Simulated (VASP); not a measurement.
Here is the system:

```yaml
crystal:
  lattice:
    - [3.08788, 0.00000, 0.00000]
    - [-1.54394, 2.67418, 0.00000]
    - [0.00000, 0.00000, 4.81547]
  atoms:
    - { symbol: Hf, position: [0.66667, 0.33333, 0.50000] }
    - { symbol: Ti, position: [0.33333, 0.66667, 0.00000] }
```

All values below come from r2SCAN meta-GGA with spin-orbit coupling, VASP's PBE PAW potentials (set 64) (plane waves; VASP). Run with 400 eV cut-off, 12×12×7 Γ-centred mesh, Gaussian smearing of 0.050 eV, potentials Hf_pv Ti_sv.

Q: Give the energies of bands 16 to 29 at the high-symmetry points, in eV from the Fermi level.

A: 
| band | Γ | M | K | A | L | H |
|---|---|---|---|---|---|---|
| 16 | -7.28 | -3.33 | -1.94 | -5.85 | -3.28 | -1.64 |
| 17 | -3.30 | -2.31 | -1.88 | -4.44 | -3.05 | -1.55 |
| 18 | -3.30 | -2.31 | -1.85 | -4.44 | -3.05 | -1.47 |
| 19 | 0.68 | -2.12 | -1.80 | 0.02 | -0.93 | -1.41 |
| 20 | 0.68 | -2.12 | -1.60 | 0.02 | -0.93 | -1.25 |
| 21 | 0.82 | -0.94 | -1.49 | 0.32 | -0.83 | -1.25 |
| 22 | 0.82 | -0.94 | -1.40 | 0.32 | -0.83 | -1.11 |
| 23 | 0.89 | 0.60 | 0.25 | 0.69 | 0.80 | -0.55 |
| 24 | 0.89 | 0.60 | 0.37 | 0.69 | 0.80 | -0.35 |
| 25 | 1.23 | 0.84 | 0.38 | 0.72 | 1.52 | -0.22 |
| 26 | 1.23 | 0.84 | 0.39 | 0.72 | 1.52 | -0.11 |
| 27 | 1.74 | 1.51 | 1.91 | 0.88 | 1.67 | 2.08 |
| 28 | 1.75 | 1.51 | 1.96 | 0.88 | 1.67 | 2.13 |
| 29 | 1.77 | 3.07 | 3.41 | 1.08 | 2.91 | 2.18 |

It has no gap at this level: it comes out as a metal or semimetal.

The structure comes from a computed database's HfTi entry (P-6m2); how it stands against other phases isn't given here. It was relaxed first.
